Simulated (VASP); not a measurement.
# ZrAl3B3N (Pm-3m) in VASP: further runs

Runs on ZrAl3B3N. Level: PBE. Tasks: relaxation of cell and atoms.

All numbers are computed with VASP 6.6.1; they aren't measurements. Logs are shortened: lines on timing, memory, paths and dates and some standing lists are left out, and cuts for length are marked.

## Step 1: The structure

Symmetry: Pm-3m, No. 221, cubic system. Conventional cell: a = 4.863 Å, b = 4.863 Å, c = 4.863 Å, α = 90.00°, β = 90.00°, γ = 90.00°. Zr (site symmetry m-3m) has 6 B at 2.43 Å as nearest neighbours. Around Al (site symmetry 4/mmm) lie 4 B at 2.43 Å and 2 N at 2.43 Å. Around B (site symmetry 4/mmm) lie 2 Zr at 2.43 Å and 4 Al at 2.43 Å. N (site symmetry m-3m) has 6 Al at 2.43 Å as nearest neighbours.

The cell was built by a generator and needn't be a form met in nature.

## Step 2: Relaxation of cell and atoms, PBE

Contents of INCAR:

```
SYSTEM = ZrAl3B3N
  PREC = Normal
  ENCUT = 520
  EDIFF = 1E-4
  ISMEAR = 0
  SIGMA = 0.15
  LREAL = .FALSE.
  LASPH = .TRUE.
  NELM = 60
  ALGO = Fast
  ISIF = 3
  LWAVE = .FALSE.
  LCHARG = .FALSE.
  GGA = PE
  IBRION = 2
  NSW = 24
  EDIFFG = -0.08
```

Contents of KPOINTS:

```
Automatic mesh
0
G
  3 3 3
  0 0 0
```

Contents of POSCAR:

```
ZrAl3B3N
1.0
    4.8634144100      0.0000000000      0.0000000000
    0.0000000000      4.8634144100      0.0000000000
    0.0000000000      0.0000000000      4.8634144100
Zr Al B N
1 3 3 1
Direct
    0.0000000000      0.0000000000      0.0000000000
    0.0000000000      0.5000000000      0.5000000000
    0.5000000000      0.0000000000      0.5000000000
    0.5000000000      0.5000000000      0.0000000000
    0.5000000000      0.0000000000      0.0000000000
    0.0000000000      0.5000000000      0.0000000000
    0.0000000000      0.0000000000      0.5000000000
    0.5000000000      0.5000000000      0.5000000000
```

Potentials or basis: VASP PAW PBE potentials, release 64 (Zr_sv, Al, B, N).

Launch:

```sh
$ cat potpaw_PBE.64/Zr_sv/POTCAR potpaw_PBE.64/Al/POTCAR potpaw_PBE.64/B/POTCAR potpaw_PBE.64/N/POTCAR > POTCAR
$ mpirun -np 1 vasp_std > vasp.out
```

OUTCAR:

```text
SYSTEM = ZrAl3B3N
   PREC = Normal
   ENCUT = 520
   EDIFF = 1E-4
   ISMEAR = 0
   LREAL = .FALSE.
   LASPH = .TRUE.
   NELM = 60
   ISIF = 3
   GGA = PE
   IBRION = 2
   NSW = 24
   EDIFFG = -0.08

 ion  position               nearest neighbor table
   1  0.000  0.000  0.000-   5 2.43   6 2.43   7 2.43   7 2.43   6 2.43   5 2.43   2 3.44   3 3.44
                             2 3.44   2 3.44   4 3.44   3 3.44   2 3.44   3 3.44   4 3.44   4 3.44
   2  0.000  0.500  0.500-   6 2.43   7 2.43   8 2.43   6 2.43   7 2.43   8 2.43   1 3.44   1 3.44
                             1 3.44   1 3.44
   3  0.500  0.000  0.500-   5 2.43   7 2.43   8 2.43   5 2.43   8 2.43   7 2.43   1 3.44   1 3.44
                             1 3.44   1 3.44
   4  0.500  0.500  0.000-   5 2.43   6 2.43   8 2.43   8 2.43   5 2.43   6 2.43   1 3.44   1 3.44
                             1 3.44   1 3.44
   5  0.500  0.000  0.000-   1 2.43   3 2.43   4 2.43   3 2.43   4 2.43   1 2.43
   6  0.000  0.500  0.000-   1 2.43   2 2.43   4 2.43   2 2.43   1 2.43   4 2.43
   7  0.000  0.000  0.500-   1 2.43   2 2.43   3 2.43   1 2.43   2 2.43   3 2.43
   8  0.500  0.500  0.500-   2 2.43   3 2.43   4 2.43   4 2.43   3 2.43   2 2.43

  LATTYP: Found a simple cubic cell.
 ALAT       =     4.8634144100

  Lattice vectors:

 A1 = (   4.8634144100,   0.0000000000,   0.0000000000)
 A2 = (   0.0000000000,   4.8634144100,   0.0000000000)
 A3 = (   0.0000000000,   0.0000000000,   4.8634144100)

Analysis of symmetry for initial positions (statically):
=====================================================================
 Subroutine PRICEL returns:
 Original cell was already a primitive cell.

 Routine SETGRP: Setting up the symmetry group for a
 simple cubic supercell.

 Subroutine GETGRP returns: Found 48 space group operations
 (whereof 48 operations were pure point group operations)
 out of a pool of 48 trial point group operations.

The static configuration has the point symmetry O_h .

Analysis of symmetry for dynamics (positions and initial velocities):
=====================================================================
 Subroutine PRICEL returns:
 Original cell was already a primitive cell.

 Routine SETGRP: Setting up the symmetry group for a
 simple cubic supercell.

 Subroutine GETGRP returns: Found 48 space group operations
 (whereof 48 operations were pure point group operations)
 out of a pool of 48 trial point group operations.

The dynamic configuration has the point symmetry O_h .

 Subroutine INISYM returns: Found 48 space group operations
 (whereof 48 operations are pure point group operations),
 and found     1 'primitive' translations

----------------------------------------------------------------------------------------

                                     Primitive cell

  volume of cell :     115.0334

  direct lattice vectors                    reciprocal lattice vectors
     4.863414410  0.000000000  0.000000000     0.205616860  0.000000000  0.000000000
     0.000000000  4.863414410  0.000000000     0.000000000  0.205616860  0.000000000
     0.000000000  0.000000000  4.863414410     0.000000000  0.000000000  0.205616860

  length of vectors
     4.863414410  4.863414410  4.863414410     0.205616860  0.205616860  0.205616860

  position of ions in fractional coordinates (direct lattice)
     0.000000000  0.000000000  0.000000000
     0.000000000  0.500000000  0.500000000
     0.500000000  0.000000000  0.500000000
     0.500000000  0.500000000  0.000000000
     0.500000000  0.000000000  0.000000000
     0.000000000  0.500000000  0.000000000
     0.000000000  0.000000000  0.500000000
     0.500000000  0.500000000  0.500000000

  ion indices of the primitive-cell ions
   primitive index   ion index
                 1           1
                 2           2
                 3           3
                 4           4
                 5           5
                 6           6
                 7           7
                 8           8

----------------------------------------------------------------------------------------

 KPOINTS: Automatic mesh

Automatic generation of k-mesh.
 Grid dimensions read from file:
 generate k-points for:    3    3    3

 Generating k-lattice:

  Cartesian coordinates                     Fractional coordinates (reciprocal lattice)
     0.068538953  0.000000000  0.000000000     0.333333333  0.000000000  0.000000000
     0.000000000  0.068538953  0.000000000     0.000000000  0.333333333  0.000000000
     0.000000000  0.000000000  0.068538953     0.000000000  0.000000000  0.333333333

  Length of vectors
     0.068538953  0.068538953  0.068538953

  Shift w.r.t. Gamma in fractional coordinates (k-lattice)
     0.000000000  0.000000000  0.000000000

 Subroutine IBZKPT returns following result:
 ===========================================

 Found      4 irreducible k-points:

 Following reciprocal coordinates:
            Coordinates               Weight
  0.000000  0.000000  0.000000      1.000000
  0.333333  0.000000  0.000000      6.000000
  0.333333  0.333333  0.000000     12.000000
  0.333333  0.333333  0.333333      8.000000
   k-points           NKPTS =      4   k-points in BZ     NKDIM =      4   number of bands    NBANDS=     22
   number of dos      NEDOS =    301   number of ions     NIONS =      8
   total plane-waves  NPLWV =  21952
   dimension x,y,z NGX =    28 NGY =   28 NGZ =   28
   dimension x,y,z NGXF=    56 NGYF=   56 NGZF=   56
   ions per type =               1   3   3   1
   NGX,Y,Z   is equivalent  to a cutoff of   9.57,  9.57,  9.57 a.u.
   NGXF,Y,Z  is equivalent  to a cutoff of  19.14, 19.14, 19.14 a.u.
 SYSTEM =  ZrAl3B3N
   PREC   = normal    normal or accurate (medium, high low for compatibility)
   ISTART =      0    job   : 0-new  1-cont  2-samecut
   ICHARG =      2    charge: 1-file 2-atom 10-const
   ISPIN  =      1    spin polarized calculation?
   LNONCOLLINEAR =      F non collinear calculations
   LSORBIT =      F    spin-orbit coupling
   LASPH  =      T    aspherical Exc in radial PAW
   ENCUT  =  520.0 eV  38.22 Ry    6.18 a.u.   9.04  9.04  9.04*2*pi/ulx,y,z
   NELM   =     60;   NELMIN=  2; NELMDL= -5     # of ELM steps
   EDIFF  = 0.1E-03   stopping-criterion for ELM
   LREAL  =      F    real-space projection
   EDIFFG = -.8E-01   stopping-criterion for IOM
   NSW    =     24    number of steps for IOM
   IBRION =      2    ionic relax: 0-MD 1-quasi-New 2-CG
   NFREE  =      1    steps in history (QN), initial steepest desc. (CG)
   ISIF   =      3    stress and relaxation
   ISYM   =      2    0-nonsym 1-usesym 2-fastsym
   POTIM  = 0.5000    time-step for ionic-motion
   TEBEG  =    0.0;   TEEND  =   0.0 temperature during run
   PSTRESS=    0.0 pullay stress
   NELECT =      35.0000    total number of electrons
   NUPDOWN=      -1.0000    fix difference up-down
   EMIN   =  10.00;   EMAX   =-10.00  energy-range for DOS
   EFERMI =   0.00;   METHOD = LEGACY
   ISMEAR =     0;   SIGMA  =   0.15  broadening in eV -4-tet -1-fermi 0-gaus
   EFERMI_NEDOS =   21; number of points for ismear=-14 and -15
   IALGO  =     68    algorithm
   IMIX   =      4    mixing-type and parameters
     AMIX     =   0.40;   BMIX     =  1.00
     AMIX_MAG =   1.60;   BMIX_MAG =  1.00
  volume/ion in A,a.u.               =      14.38        97.04
  Fermi-wavevector in a.u.,A,eV,Ry     =   1.101090  2.080759 16.495699  1.212400
  Thomas-Fermi vector in A             =   2.237512
   LORBIT       =      0    0 simple, 1 ext, 2 COOP (PROOUT), +10 PAW based schemes
   GGA     = PE    functional components
   LHFCALC =     F    Hartree Fock is set to
   AEXX    =    0.0000 exact exchange contribution
   IVDW    =     0    specifies the selected vdW correction
   LEPSILON=     F    determine dielectric tensor
   LRPA    =     F    only Hartree local field effects (RPA)
 conjugate gradient relaxation of ions
 non-spin polarized calculation
 RMM-DIIS sequential band-by-band and
 Gauss-broadening in eV      SIGMA  =   0.15
  energy-cutoff  :      520.00
  volume of cell :      115.03
 maximum number of plane-waves:      3109
   NGX = 19   NGY = 19   NGZ = 19

--------------------------------------- Ionic step        1  -------------------------------------------

 number of electron      35.0000022 magnetization

 Free energy of the ion-electron system (eV)
  ---------------------------------------------------
  ext. energy  EPLUGINS =         0.00000000
  ---------------------------------------------------
  free energy    TOTEN  =       -45.55116272 eV

  energy without entropy =      -45.50609030  energy(sigma->0) =      -45.52862651

------------------------ aborting loop because EDIFF is reached ----------------------------------------

  FORCE on cell =-STRESS in cart. coord.  units (eV):
  Direction    XX          YY          ZZ          XY          YZ          ZX
  --------------------------------------------------------------------------------------
  -------------------------------------------------------------------------------------
  Total      -13.9704857    -13.9704857    -13.9704857     -0.0000000     -0.0000000      0.0000000
  in kB     -194.5800250   -194.5800250   -194.5800250     -0.0000000     -0.0000000      0.0000000
  external PRESSURE =    -194.5800250 kB  Pullay stress =       0.0000000 kB
[... 69 lines left out ...]
  energy  without entropy=      -46.8532115899  energy(sigma->0) =      -46.86082347

--------------------------------------- Ionic step        3  -------------------------------------------

 number of electron      34.9999996 magnetization

 Free energy of the ion-electron system (eV)
  ---------------------------------------------------
  ext. energy  EPLUGINS =         0.00000000
  ---------------------------------------------------
  free energy    TOTEN  =       -47.05486821 eV

  energy without entropy =      -47.03683513  energy(sigma->0) =      -47.04585167

 E-fermi :   7.6160     XC(G=0): -11.2092

 val. band max:        7.3673569569   @ k =   0.3333   0.3333   0.0000
 cond. band min:       7.6812084817   @ k =   0.3333   0.0000   0.0000
 fundamental gap:      0.3138515248
 Fermi energy:         7.6160113724

 k-point     1 :       0.0000    0.0000    0.0000
  band No.  band energies     occupation
      1     -40.1317      2.00000
      2     -18.3803      2.00000
      3     -18.3803      2.00000
      4     -18.3803      2.00000
      5      -5.9008      2.00000
      6      -1.4525      2.00000
[... 124 lines left out ...]
  FREE ENERGIE OF THE ION-ELECTRON SYSTEM (eV)
  ---------------------------------------------------
  free  energy   TOTEN  =       -47.0548682117 eV

  energy  without entropy=      -47.0368351317  energy(sigma->0) =      -47.04585167

 reached required accuracy - stopping structural energy minimisation
```

Run time: 14 s. Hardware: 1 thread of Intel Xeon 6975P-C (Granite Rapids), shared host; peak memory 0.16 GiB.

Results:

```
Free energy                            : -47.0549 eV
Relaxed volume                         : 11.77 Å³/atom
Relaxed cell                           : a = 4.549 Å, b = 4.549 Å, c = 4.549 Å, α = 90.00°, β = 90.00°, γ = 90.00°
Space group after relaxing (to 0.05 Å) : Pm-3m (No. 221)
Energy gained by relaxing              : 188.0 meV/atom
Ionic steps                            : 3
Pressure after relaxing                : -0.2 GPa
Band gap on the k mesh                 : none (metal or under the smearing width)
```

Step by step:
```tsv
step	energy change (eV)	largest force (eV/Å)	pressure (GPa)	volume (Å³)
1	0.0000	0.0000	-19.46	115.03
2	-1.3173	0.0000	10.75	88.34
3	-1.5037	0.0000	-0.18	94.16
```

Final structure:
```
Zr Al B N
1.0
     4.54941    0.00000    0.00000
     0.00000    4.54941    0.00000
     0.00000    0.00000    4.54941
Zr Al B N
1 3 3 1
Direct
  0.00000 0.00000 0.00000
  0.00000 0.50000 0.50000
  0.50000 0.00000 0.50000
  0.50000 0.50000 0.00000
  0.50000 0.00000 0.00000
  0.00000 0.50000 0.00000
  0.00000 0.00000 0.50000
  0.50000 0.50000 0.50000
```

Caveat: the k mesh is coarse (spacing up to 0.43 Å⁻¹), so the values aren't converged; the volume moved by over 15 % at a fixed basis, so the end points are rough; the relaxation stopped at a loose force limit of 0.08 eV/Å, so its end isn't a converged minimum.

## Step 3: Relaxation of cell and atoms, PBE

This run uses another cell than the first one, of 14.69 Å³/atom, 1.021 times its volume.

INCAR is that of step 2.

Contents of KPOINTS:

```
Automatic mesh
0
G
  4 4 2
  0 0 0
```

Contents of POSCAR:

```
ZrAl3B3N
1.0
    3.6648272300      0.0000000000      0.0000000000
    0.0000000000      3.6648272300      0.0000000000
    0.0000000000      0.0000000000      8.7485310700
Zr Al B N
1 3 3 1
Direct
    0.0000000000      0.0000000000      0.5000000000
    0.0000000000      0.0000000000      0.0000000000
    0.5000000000      0.5000000000      0.2337581000
    0.5000000000      0.5000000000      0.7662419000
    0.5000000000      0.0000000000      0.5000000000
    0.0000000000      0.5000000000      0.5000000000
    0.5000000000      0.5000000000      0.5000000000
    0.5000000000      0.5000000000      0.0000000000
```

Potentials or basis: VASP PAW PBE potentials, release 64 (Zr_sv, Al, B, N).

Launch:

```sh
$ cat potpaw_PBE.64/Zr_sv/POTCAR potpaw_PBE.64/Al/POTCAR potpaw_PBE.64/B/POTCAR potpaw_PBE.64/N/POTCAR > POTCAR
$ mpirun -np 1 vasp_std > vasp.out
```

It took 2.6 min on 1 thread of Intel Xeon 6975P-C (Granite Rapids), shared host; peak memory 0.18 GiB.

The run converged. Its results:

| Quantity | Value |
| --- | --- |
| Free energy | -40.4413 eV |
| Relaxed volume | 17.40 Å³/atom |
| Relaxed cell | a = 4.353 Å, b = 4.353 Å, c = 7.343 Å, α = 90.00°, β = 90.00°, γ = 90.00° |
| Space group after relaxing (to 0.05 Å) | P4/mmm (No. 123) |
| Energy gained by relaxing | 523.2 meV/atom |
| Ionic steps | 14 |
| Pressure after relaxing | -0.3 GPa |
| Largest force after relaxing | 0.008 eV/Å |
| Band gap on the k mesh | none (metal or under the smearing width) |

Forces in eV/Å, atoms in the order of the input:
```
Zr   0.000  0.000  0.000
Al   0.000  0.000  0.000
Al   0.000  0.000  0.008
Al   0.000  0.000 -0.008
B    0.000  0.000  0.000
B    0.000  0.000  0.000
B    0.000  0.000  0.000
N    0.000  0.000  0.000
```

Stress tensor (GPa, compression positive):
```
-0.34  0.00  0.00
 0.00 -0.34  0.00
 0.00  0.00 -0.09
```

Step by step:
```csv
step,energy change (eV),largest force (eV/Å),pressure (GPa),volume (Å³)
1,0.0000,2.1114,12.16,117.50
2,-2.9393,0.3131,-0.38,136.39
3,-3.3264,1.6324,-2.28,145.45
4,-3.8860,1.3480,-1.77,141.96
5,-0.4563,10.4242,16.70,129.64
6,-3.8845,2.3733,-0.32,140.67
7,-3.8679,0.6706,4.31,135.43
8,-4.1099,1.9187,0.81,138.78
9,-4.1237,1.1722,1.82,137.55
10,-4.1308,1.4358,1.48,137.94
11,-3.6000,5.0265,-1.18,140.31
12,-4.1723,0.0756,0.59,138.42
13,-4.1772,0.0548,-0.85,139.76
14,-4.1859,0.0076,-0.25,139.16
```

Final structure:
```
Zr Al B N
1.0
     4.35345    0.00000    0.00000
     0.00000    4.35345    0.00000
     0.00000    0.00000    7.34258
Zr Al B N
1 3 3 1
Cartesian
  0.0000 0.0000 3.6713
  0.0000 0.0000 0.0000
  2.1767 2.1767 1.7185
  2.1767 2.1767 5.6241
  2.1767 0.0000 3.6713
  0.0000 2.1767 3.6713
  2.1767 2.1767 3.6713
  2.1767 2.1767 0.0000
```

Levels at points of the mesh, in eV from the Fermi level:
```tsv
k point	band 14	band 15	band 16	band 17	band 18	band 19	band 20	band 21
(0.00, 0.00, 0.00)	-2.74	-2.00	-0.05	0.38	0.38	0.70	0.75	0.79
(0.50, 0.00, 0.00)	-2.54	-2.51	-0.96	-0.58	-0.08	1.11	1.18	1.41
(0.50, 0.50, 0.00)	-2.89	-2.88	-2.88	-2.61	0.37	0.97	1.75	2.42
(0.00, 0.00, 0.50)	-2.92	-1.94	-1.34	0.63	0.66	0.66	0.79	1.90
(0.50, 0.00, 0.50)	-2.49	-1.40	-1.22	-0.60	-0.33	0.75	0.92	1.29
(0.50, 0.50, 0.50)	-3.19	-2.61	-2.10	-2.10	-0.56	1.37	1.76	1.76
```

Caveat: the k mesh is coarse (spacing up to 0.43 Å⁻¹), so the values aren't converged; the volume moved by over 15 % at a fixed basis, so the end points are rough; the relaxation stopped at a loose force limit of 0.08 eV/Å, so its end isn't a converged minimum.
